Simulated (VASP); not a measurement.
Here is the system:

```yaml
crystal:
  lattice:
    - [1.83099, -3.29605, 0.00000]
    - [1.83099, 3.29605, 0.00000]
    - [0.00000, 0.00000, 12.32331]
  atoms:
    - { symbol: La, position: [0.00000, 0.00000, 0.50000] }
    - { symbol: La, position: [0.00000, 0.00000, 0.00000] }
    - { symbol: La, position: [0.33333, 0.66667, 0.25000] }
    - { symbol: La, position: [0.68438, 0.35104, 0.75000] }
```
Cell charge +0.02.

Method: PBE GGA, VASP's PBE PAW potentials (set 64) (plane waves; VASP 6.6.1). Run with NELECT = 43.98, 400 eV cut-off, 9×9×3 Γ-centred mesh, Gaussian smearing of 0.050 eV, potentials La.

The cell is charged, with a uniform compensating background.

Problem. Give the stress tensor in GPa (positive for a compressed cell).

Solution. 
```
 1.06   0.05   0.00
 0.05  -0.51   0.00
 0.00   0.00  -0.99
```
The pressure is its mean diagonal, -0.15 GPa.

The compound is La in the dhcp structure. The cell was not relaxed at this level. The run is one of a series of settings (ISMEAR = 0, NELECT = 43.98, SIGMA = 0.05 against the base run), some of them coarse on purpose.
